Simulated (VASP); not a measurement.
Data:

```xyz
3
Lattice="0.0000 3.1358 3.1358 3.1358 0.0000 3.1358 3.1358 3.1358 0.0000" Properties=species:S:1:pos:R:3 pbc="T T T"
Mg     1.5679     1.5679     1.5679
Mg     4.7037     4.7037     4.7037
Ge     0.0000     0.0000     0.0000
```

Method: LDA (Ceperley-Alder, Perdew-Zunger), VASP's LDA PAW potentials (set 64) (plane waves; VASP). Run with 520 eV cut-off, 7×7×7 Γ-centred mesh, tetrahedra with Blöchl corrections, potentials Mg Ge_d.

**Question.** Estimate the energy per atom (σ→0).

**Answer.** 
| Quantity | Result |
|---|---|
| energy per atom (σ→0) | -3.295 eV/atom |

The absolute energy has meaning only against runs of the same code, potentials and settings.

The compound is Mg2Ge in the antifluorite structure. It was relaxed first, which changed the volume by -5 %.
